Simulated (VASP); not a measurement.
# A VASP study of GaP (PBE + D3(BJ)): structure first, properties next, part 6 of 7

What structure and properties does PBE + D3(BJ) give GaP, and how near are they to the measured ones? The start is a cell from a database of measured crystal structures.

VASP 6.6.1, plane waves and PAW; the level of theory is named at each step.

Still holding for the runs below: Spin-orbit coupling is off here; it would split degenerate levels.

So far, gap on the k-mesh (eV): step 3 (full relaxation (PBE + D3(BJ)), PBE with D3(BJ)) 1.58; step 7 (volume scan with PBE + D3(BJ), PBE with D3(BJ)) 1.46; step 8 (volume scan with PBE + D3(BJ) (run 2), PBE with D3(BJ)) 1.50; step 16 (independent-particle dielectric function (PBE + D3(BJ)), PBE with D3(BJ)) 1.59; step 18 (a semilocal run for the hybrid's start, PBE) 1.58.

## 19. Band structure (HSE06)

This step: HSE06; plane waves and PAW (Ga_d, P) (VASP 6.6.1).

HSE06 mixes in a quarter of exact exchange at short range, at far higher cost; in semiconductors this cures much of the gap error, while metals seldom gain.

INCAR reads:

```
SYSTEM = GaP
PREC = Accurate
ENCUT = 400
EDIFF = 1E-06
NELM = 100
ISMEAR = 0
SIGMA = 0.05
LREAL = .FALSE.
ALGO = Normal
LHFCALC = .TRUE.
AEXX = 0.25
GGA = PE
HFSCREEN = 0.2
LASPH = .TRUE.
NBANDS = 15
PRECFOCK = Fast
LORBIT = 11
LWAVE = .FALSE.
LCHARG = .FALSE.
KPAR = 2
```

POSCAR reads:

```
GaP
1.0
    0.0000000000      2.7205627809      2.7205627809
    2.7205627809      0.0000000000      2.7205627809
    2.7205627809      2.7205627809      0.0000000000
Ga P
1 1
Direct
    0.0000000000      0.0000000000      0.0000000000
    0.2500000000      0.2500000000      0.2500000000
```

KPOINTS reads:

```
Automatic mesh
0
Gamma
5 5 5
0 0 0
```

KPOINTS_OPT reads:

```
Line mode
6
Line-mode
Reciprocal
  0.00000000   0.00000000   0.00000000 GAMMA
  0.50000000   0.00000000   0.50000000 X

  0.50000000   0.00000000   0.50000000 X
  0.50000000   0.25000000   0.75000000 W

  0.50000000   0.25000000   0.75000000 W
  0.37500000   0.37500000   0.75000000 K

  0.37500000   0.37500000   0.75000000 K
  0.00000000   0.00000000   0.00000000 GAMMA

  0.00000000   0.00000000   0.00000000 GAMMA
  0.50000000   0.50000000   0.50000000 L

  0.50000000   0.50000000   0.50000000 L
  0.62500000   0.25000000   0.62500000 U

  0.62500000   0.25000000   0.62500000 U
  0.50000000   0.25000000   0.75000000 W

  0.50000000   0.25000000   0.75000000 W
  0.50000000   0.50000000   0.50000000 L

  0.50000000   0.50000000   0.50000000 L
  0.37500000   0.37500000   0.75000000 K

  0.62500000   0.25000000   0.62500000 U
  0.50000000   0.00000000   0.50000000 X
```

The projector-augmented-wave data sets are Ga_d and P (PBE family, release 64).

The WAVECAR or CHGCAR of an earlier step is read.

Run with:

```console
$ mpirun -np 2 vasp_std
```

What it wrote:

```text
[banner, memory and clock lines left out]
running    2 mpi-ranks, on    1 nodes
 distrk:  each k-point on    1 cores,    2 groups
 distr:  one band on    1 cores,    1 groups

 POSCAR found type information on POSCAR GaP
 POSCAR found :  2 types and       2 ions
 LDA part: xc-table for (Slater+PW92), standard interpolation
 found WAVECAR, reading the header
 POSCAR, INCAR and KPOINTS ok, starting setup
 FFT: planning ... GRIDC
 FFT: planning ... GRID_SOFT
 FFT: planning ... GRID
 reading WAVECAR
 the WAVECAR file was read successfully
 initial charge from wavefunction
 entering main loop
       N       E                     dE             d eps       ncg     rms          rms(c)
DAV:   1    -0.107877822467E+02   -0.10788E+02   -0.51928E-01   418   0.167E+01    0.133E+00
DAV:   2    -0.107822947838E+02    0.54875E-02   -0.52651E-02   435   0.383E+00    0.105E+00
DAV:   3    -0.107807913566E+02    0.15034E-02   -0.57509E-03   377   0.140E+00    0.607E-01
DAV:   4    -0.107805357692E+02    0.25559E-03   -0.94462E-04   401   0.333E-01    0.324E-01
DAV:   5    -0.107804539163E+02    0.81853E-04   -0.10507E-04   328   0.827E-02    0.183E-01
DAV:   6    -0.107804316349E+02    0.22281E-04   -0.20204E-05   370   0.380E-02    0.103E-01
DAV:   7    -0.107804230908E+02    0.85441E-05   -0.31735E-06   335   0.166E-02    0.571E-02
DAV:   8    -0.107804195435E+02    0.35473E-05   -0.84903E-07   234   0.799E-03    0.319E-02
DAV:   9    -0.107804181545E+02    0.13890E-05   -0.47970E-07   171   0.552E-03    0.165E-02
DAV:  10    -0.107804174358E+02    0.71872E-06   -0.17849E-07   150   0.339E-03
   1 F= -.10780417E+02 E0= -.10780417E+02  d E =-.201181E-19
 Start KPOINTS_OPT (optional k-point list driver)
k-point batch [1-10\60]
       N       E                     dE             ncg
DAV:   1    -0.326699042821E+03   -0.43247E+04      307
DAV:   2    -0.128724750800E+04   -0.96055E+03      314
DAV:   3    -0.136201554665E+04   -0.74768E+02      370
DAV:   4    -0.136372333113E+04   -0.17078E+01      405
DAV:   5    -0.136375111217E+04   -0.27781E-01      419
DAV:   6    -0.136375201629E+04   -0.90412E-03      491
DAV:   7    -0.136375202748E+04   -0.11189E-04      396
DAV:   8    -0.136375202777E+04   -0.28593E-06      333
[...]
k-point batch [51-60\60]
       N       E                     dE             ncg
DAV:   1    -0.400089124449E+03   -0.61332E+04      308
DAV:   2    -0.134715098407E+04   -0.94706E+03      349
DAV:   3    -0.141502401345E+04   -0.67873E+02      342
DAV:   4    -0.141657393686E+04   -0.15499E+01      430
DAV:   5    -0.141659473705E+04   -0.20800E-01      398
DAV:   6    -0.141659558122E+04   -0.84417E-03      454
DAV:   7    -0.141659559112E+04   -0.98963E-05      381
DAV:   8    -0.141659559121E+04   -0.93492E-07      318
```

The job ended after 10 min (2 MPI ranks of Intel Xeon Platinum 8259CL at 2.50GHz (Skylake/Cascade Lake), shared host; peak memory 0.5 GiB).

OUTCAR, selected parts (step 19):

```text
   k-points           NKPTS =     10   k-points in BZ     NKDIM =    125   number of bands    NBANDS=     15

   NELECT =      18.0000    total number of electrons

  exchange ACFDT corr.  =         0.00000000  see jH, gK, PRB 81, 115126

 E-fermi :   4.5698

 k-point     1 :       0.0000    0.0000    0.0000
  band No.  band energies     occupation
    ...
      5     -12.7055      2.00000
      6      -9.5623      2.00000
      7       4.2614      2.00000
      8       4.2614      2.00000
      9       4.2614      2.00000
     10       7.1346      0.00000
     11       9.0540      0.00000
     12       9.0540      0.00000
     13       9.0540      0.00000
     14      14.1710      0.00000
    ...

 POSITION                                       TOTAL-FORCE (eV/Angst)
 -----------------------------------------------------------------------------------
      0.00000      0.00000      0.00000        -0.000000     -0.000000     -0.000000
      1.36028      1.36028      1.36028         0.000000      0.000000      0.000000
 -----------------------------------------------------------------------------------
    total drift:                               -0.000015     -0.000020     -0.000011

  FREE ENERGIE OF THE ION-ELECTRON SYSTEM (eV)
  ---------------------------------------------------
  free  energy   TOTEN  =       -10.7804174358 eV

  energy  without entropy=      -10.7804174358  energy(sigma->0) =      -10.78041744

[... 7 parts as in an earlier step ...]

[... 9 further parts left out ...]
```

The k-mesh is coarse for exact exchange; levels may shift by about 0.1 eV on a finer one. The PAW data sets were made with PBE, which is usual practice but a small mismatch for other functionals.

This step gave:

```yaml
scf_cycles: 10
free_energy_toten: -10.78 eV
fermi_energy: 4.570 eV
least_gap_on_mesh_and_path: 2.297 eV
least_direct_gap_on_mesh_and_path: 2.873 eV
conduction_bottom_at_k: 0.4, 0, 0.4
```

Electronic bands along the path, in eV, zero at the valence-band top; v1 is the highest filled band, c1 the lowest empty one:

```csv
point,v3,v2,v1,c1,c2,c3,c4
Γ,0.00,0.00,0.00,2.87,4.79,4.79,4.79
0.60 of the way,-4.85,-2.22,-2.22,2.64,4.10,8.83,8.83
X,-7.36,-2.95,-2.95,2.30,2.58,12.13,12.13
0.40 of the way,-7.28,-3.31,-3.25,3.10,3.39,10.39,10.50
W,-7.11,-3.92,-3.72,5.54,6.03,7.07,7.18
0.60 of the way,-7.11,-4.23,-2.88,3.64,5.83,8.41,8.80
K,-7.12,-4.31,-2.47,2.93,5.78,9.49,9.51
0.60 of the way,-3.62,-1.91,-0.44,4.18,5.43,5.59,6.85
Γ,0.00,0.00,0.00,2.87,4.79,4.79,4.79
0.60 of the way,-5.11,-0.89,-0.89,2.90,5.77,5.77,8.30
L,-7.27,-1.22,-1.22,2.55,5.64,5.64,9.29
0.40 of the way,-7.12,-2.69,-1.59,3.61,5.51,6.54,9.36
U,-7.12,-4.31,-2.47,2.93,5.78,9.49,9.51
0.40 of the way,-7.11,-4.23,-2.88,3.64,5.83,8.41,8.80
W,-7.11,-3.92,-3.72,5.54,6.03,7.07,7.18
0.40 of the way,-6.96,-3.84,-2.45,4.68,5.29,7.70,9.14
L,-7.27,-1.22,-1.22,2.55,5.64,5.64,9.29
0.40 of the way,-7.12,-2.69,-1.59,3.61,5.51,6.54,9.36
K,-7.12,-4.31,-2.47,2.93,5.78,9.49,9.51
jump to U,-7.12,-4.31,-2.47,2.93,5.78,9.49,9.51
0.40 of the way,-7.27,-3.72,-2.77,2.61,3.94,10.63,10.77
X,-7.36,-2.95,-2.95,2.30,2.58,12.13,12.13
```

Of the projections kept (Ga, P), the largest for each band there; the rest of the weight can lie on other orbitals:

```csv
point,v3,v2,v1,c1,c2,c3,c4
Γ,P 0.71,P 0.71,P 0.71,P 0.51,Ga 0.92,Ga 0.92,Ga 0.92
X,Ga 0.74,P 0.59,P 0.59,Ga 0.72,Ga 0.77,Ga 0.64,Ga 0.64
W,Ga 0.76,P 0.60,P 0.53,P 0.64,Ga 0.51,Ga 0.96,Ga 0.76
K,Ga 0.73,P 0.56,P 0.60,Ga 0.74,Ga 0.53,Ga 0.55,Ga 0.64
Γ,P 0.71,P 0.71,P 0.71,P 0.51,Ga 0.92,Ga 0.92,Ga 0.92
L,Ga 0.62,P 0.63,P 0.63,Ga 0.66,Ga 0.85,Ga 0.85,P 0.58
```

The electronic bands as a text plot (rows in eV, shown from -7.4 to 4.8 only):

```
    4.5 |+++           +         ++                 +
    4.0 | ++ ++     +       ++++                     ++
    3.5 |   +      +      ++    +  ++       ++  +         ++
    3.0 |+     ++ ++    ++       ++  +++   +  ++       + +  ++ +
    2.5 |    ++++++                     +++             +     +++
    2.0 |
    1.5 |
    1.0 |
    0.5 |
    0.0 |*                      *****
   -0.5 | **                  ***    *
   -1.0 | **                **     ** *****             *
   -1.5 |   *                   *          **          * **
   -2.0 |    **           **  **             **      ***   **
   -2.5 |      **       **                  *  *    *     *  **
   -3.1 |   *    ***   *    **       *          *  * **        **
   -3.6 |          ****       **             *   **        *   *
   -4.1 |            *******                  *******       ***
   -4.6 |
   -5.1 |    **                       **
   -5.6 |                   **
   -6.1 |
   -6.6 |      **         **            *
   -7.1 |        *********               ************************
         Γ       X    W  K        Γ      L     U  W     L   K|U X
```

The gap moves by +0.72 eV against PBE with D3(BJ), which ran on another mesh.

## 20. Band structure (TB-mBJ)

This step: TB-mBJ; plane waves and PAW (Ga_d, P) (VASP 6.6.1).

The mesh alone shows little of the dispersion and can miss band extrema, so KPOINTS_OPT adds a path through the symmetry points after the self-consistent cycle. TB-mBJ is a local potential fitted to gaps: it costs far less than a hybrid but gives no energy.

INCAR reads:

```
SYSTEM = GaP
PREC = Accurate
ENCUT = 400
EDIFF = 1E-06
NELM = 150
ISMEAR = 0
SIGMA = 0.05
LREAL = .FALSE.
ALGO = Normal
METAGGA = MBJ
LASPH = .TRUE.
NBANDS = 21
LORBIT = 11
LWAVE = .FALSE.
LCHARG = .FALSE.
KPAR = 2
```

POSCAR is that of step 19.

KPOINTS reads:

```
Automatic mesh
0
Gamma
7 7 7
0 0 0
```

Changes to KPOINTS_OPT since step 19:

```diff
@@ -1,3 +1,3 @@
 Line mode
-6
+16
 Line-mode
```

Run with:

```console
$ mpirun -np 2 vasp_std
```

What it wrote:

```text
[banner, memory and clock lines left out]
running    2 mpi-ranks, on    1 nodes
 distrk:  each k-point on    1 cores,    2 groups
 distr:  one band on    1 cores,    1 groups

 POSCAR found type information on POSCAR GaP
 POSCAR found :  2 types and       2 ions
|                                                                             |
|               ----> ADVICE to this user running VASP <----                  |
|                                                                             |
|     You enforced a specific xc type in the INCAR file but a different       |
|     [... a line on the potential file left out ...]
|     I HOPE YOU KNOW WHAT YOU ARE DOING!                                     |
|                                                                             |

 LDA part: xc-table for (None), standard interpolation
 POSCAR, INCAR and KPOINTS ok, starting setup
 FFT: planning ... GRIDC
 FFT: planning ... GRID_SOFT
 FFT: planning ... GRID
 WAVECAR not read
 entering main loop
       N       E                     dE             d eps       ncg     rms          rms(c)
DAV:   1     0.223755507969E+03    0.22376E+03   -0.71746E+03   955   0.103E+03
DAV:   2     0.138004959141E+03   -0.85751E+02   -0.79903E+02   909   0.265E+02
DAV:   3     0.130006952446E+03   -0.79980E+01   -0.79312E+01   991   0.568E+01
DAV:   4     0.129871847007E+03   -0.13511E+00   -0.13504E+00  1008   0.777E+00
DAV:   5     0.129870263190E+03   -0.15838E-02   -0.15838E-02   967   0.821E-01    0.547E+00
DAV:   6     0.130778781817E+03    0.90852E+00   -0.23256E+00  1281   0.382E+01    0.307E+00
DAV:   7     0.130929542269E+03    0.15076E+00   -0.45956E-01  1155   0.835E+00    0.263E+00
DAV:   8     0.131100223316E+03    0.17068E+00   -0.13907E-01   986   0.321E+00    0.130E+00
DAV:   9     0.131304917182E+03    0.20469E+00   -0.70505E-02  1002   0.251E+00    0.716E-01
DAV:  10     0.131495411809E+03    0.19049E+00   -0.24818E-02  1103   0.226E+00    0.147E-01
DAV:  11     0.131419331548E+03   -0.76080E-01   -0.67240E-03  1098   0.817E-01    0.461E-01
DAV:  12     0.131448653673E+03    0.29322E-01   -0.31047E-03   900   0.337E-01    0.124E-01
DAV:  13     0.131429954319E+03   -0.18699E-01   -0.56667E-04  1127   0.357E-01    0.250E-01
DAV:  14     0.131492143496E+03    0.62189E-01   -0.30399E-04   987   0.139E-01    0.336E-02
DAV:  15     0.131475581442E+03   -0.16562E-01   -0.22414E-04   895   0.996E-02    0.101E-01
DAV:  16     0.131477313372E+03    0.17319E-02   -0.40659E-05   865   0.368E-02    0.781E-02
DAV:  17     0.131481256684E+03    0.39433E-02   -0.63171E-06   920   0.120E-02    0.569E-02
DAV:  18     0.131483409724E+03    0.21530E-02   -0.12676E-06   993   0.674E-03    0.430E-02
DAV:  19     0.131485287395E+03    0.18777E-02   -0.90214E-07   790   0.635E-03    0.324E-02
DAV:  20     0.131487282528E+03    0.19951E-02   -0.19287E-06   955   0.634E-03    0.279E-02
DAV:  21     0.131488126919E+03    0.84439E-03   -0.37621E-07   475   0.409E-03    0.254E-02
DAV:  22     0.131491222104E+03    0.30952E-02   -0.19453E-06   920   0.577E-03    0.109E-02
DAV:  23     0.131492726097E+03    0.15040E-02   -0.13228E-06   960   0.648E-03    0.567E-03
DAV:  24     0.131493107868E+03    0.38177E-03   -0.20818E-07   460   0.379E-03    0.457E-03
DAV:  25     0.131493825355E+03    0.71749E-03   -0.12803E-07   465   0.186E-03    0.115E-03
DAV:  26     0.131494060253E+03    0.23490E-03   -0.83835E-08   465   0.202E-03    0.714E-04
DAV:  27     0.131494176124E+03    0.11587E-03   -0.19199E-08   460   0.100E-03    0.371E-04
DAV:  28     0.131494229266E+03    0.53142E-04   -0.11885E-08   455   0.673E-04    0.334E-04
DAV:  29     0.131494251963E+03    0.22697E-04   -0.35571E-09   445   0.356E-04    0.267E-04
DAV:  30     0.131494317649E+03    0.65686E-04   -0.28248E-09   435   0.303E-04    0.212E-04
DAV:  31     0.131494357347E+03    0.39699E-04   -0.18347E-09   435   0.269E-04    0.493E-04
DAV:  32     0.131494366573E+03    0.92255E-05   -0.74947E-10   435   0.197E-04    0.464E-04
DAV:  33     0.131494343856E+03   -0.22716E-04   -0.35196E-10   435   0.132E-04    0.278E-04
DAV:  34     0.131494330880E+03   -0.12977E-04   -0.18907E-10   435   0.830E-05    0.173E-04
DAV:  35     0.131494306438E+03   -0.24442E-04   -0.15248E-10   435   0.681E-05    0.346E-05
DAV:  36     0.131494304731E+03   -0.17072E-05   -0.66486E-11   435   0.626E-05    0.452E-05
DAV:  37     0.131494291750E+03   -0.12981E-04   -0.41637E-11   435   0.393E-05    0.217E-05
DAV:  38     0.131494291675E+03   -0.74882E-07   -0.29750E-11   435   0.382E-05
   1 F= 0.13149429E+03 E0= 0.13149429E+03  d E =-.960685E-19
 Start KPOINTS_OPT (optional k-point list driver)
k-point batch [1-20\160]
       N       E                     dE             ncg
DAV:   1     0.835195391534E+02   -0.71550E+04      923
DAV:   2    -0.180989522853E+04   -0.18934E+04      871
DAV:   3    -0.198532235470E+04   -0.17543E+03      967
DAV:   4    -0.198822496629E+04   -0.29026E+01     1023
DAV:   5    -0.198825881765E+04   -0.33851E-01      967
DAV:   6    -0.198825983572E+04   -0.10181E-02     1126
DAV:   7    -0.198825986141E+04   -0.25685E-04     1020
DAV:   8    -0.198825986221E+04   -0.80142E-06      856
[...]
k-point batch [141-160\160]
       N       E                     dE             ncg
DAV:   1    -0.106930110853E+03   -0.12373E+05      965
DAV:   2    -0.194976504393E+04   -0.18428E+04      892
DAV:   3    -0.211626049966E+04   -0.16650E+03     1055
DAV:   4    -0.211916198934E+04   -0.29015E+01      964
DAV:   5    -0.211919256850E+04   -0.30579E-01     1003
DAV:   6    -0.211919363608E+04   -0.10676E-02     1161
DAV:   7    -0.211919365440E+04   -0.18321E-04      932
DAV:   8    -0.211919365495E+04   -0.54394E-06      855
```

Elapsed: 63 s, on 2 MPI ranks; peak memory 0.32 GiB; 2.1 min of CPU time.

(Part 6 of 7 ends here.)

[Lines on the potential files, build, host, timing and source positions are cut from VASP's logs without a mark.]

[Logs are printed without paths, hosts, clocks, repeated set-up lines and the standing remarks that a program may print on its own settings, such as how far it seeks lower states.]

[Hosts, paths, dates, database ids (printed as entryN), source tags and the programs' standing remarks are cut or masked in the printed files.]

[A measured line is paired with the nearest computed mode of its activity, which favours agreement.]
